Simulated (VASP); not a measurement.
GdN:

```
CELL_PARAMETERS angstrom
2.50500 2.50500 5.01000
5.01000 2.50500 2.50500
2.50500 5.01000 2.50500
ATOMIC_POSITIONS crystal
Gd 0.00000 0.00000 0.00000
Gd 0.50000 0.50000 0.50000
N 0.25000 0.25000 0.25000
N 0.75000 0.75000 0.75000
```

The cell comes from a database or a generator and needn't be the stable form of this composition.

Base run:

```yaml
Program: VASP 6.6.1
Functional: PBE
Potentials_or_basis: VASP PAW PBE potentials, release 64 (Gd, N)
Cutoff: 520 eV
k_mesh: 7 × 7 × 7
Occupations: fermi-dirac, width 0.05 eV
Spin: collinear spin, antiferromagnetic start
Starting_moments: "[7.0, -7.0, 0.0, 0.0] μB"
Hubbard_terms: Gd f U = 8 eV
```

Its results: band gap on the k mesh 0.17 eV; pressure 0.2 GPa; net moment 0.00 μB per cell; site moments Gd +6.88, -6.88; N +0.00 μB.

**Question.** The run is repeated on the same cell with these changes: spin from collinear spin, antiferromagnetic start to collinear spin, ferromagnetic start; moments at the start from [7.0, -7.0, 0.0, 0.0] to [7.0, 7.0, 0.0, 0.0]. What comes out?

**Answer.** Band gap on the k mesh none (metal or under the smearing width); pressure 0.0 GPa; net moment 14.00 μB per cell; site moments Gd +6.88; N -0.12 μB.

Caveats: spin-orbit coupling is left out, which moves the levels of the heavy elements; an odd mesh through Γ misses points on the zone boundary, where band edges often lie (some runs).

Not every run made on this cell is shown here.
